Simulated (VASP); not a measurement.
```
CELL_PARAMETERS angstrom
      0.00000     3.06000     3.06000
      3.06000     0.00000     3.06000
      3.06000     3.06000     0.00000
ATOMIC_POSITIONS crystal
  Pb 0.00000 0.00000 0.00000
  Se 0.50000 0.50000 0.50000
```

The base run (VASP): PBE GGA, plane waves, VASP's PBE PAW potentials (set 64). Settings: 400 eV cut-off, 7×7×7 Γ-centred mesh, Gaussian smearing of 0.050 eV, potentials Pb_d Se.

One setting is varied; ΔE counts from the base run. The base run took about 8 core-seconds. Costs are core time on shared hosts, one run each; read them as rough ratios.

Pressures at a finite cut-off, here 400 eV, hold a Pulay part, which this task's highest cut-off puts under 0.2 GPa.

```csv
setting,cost over the base run,electronic steps,ΔE (meV/atom),pressure (GPa)
KPOINTS 2×2×2 Monkhorst-Pack mesh,about 1/3,13,-287.8,-0.24
KPOINTS 5×5×5 Monkhorst-Pack mesh,within a factor of 2,12,-4.9,2.25
base run,reference,12,0.0,2.37
KPOINTS 9×9×9 Monkhorst-Pack mesh,within a factor of 2,12,0.9,2.41
KPOINTS 8×8×8 Monkhorst-Pack mesh,about 2 times,12,1.4,2.43
```

Left out are runs that failed, have no time on record or changed the cell.

The compound is PbSe in the rock salt structure. The cell was not relaxed at this level.
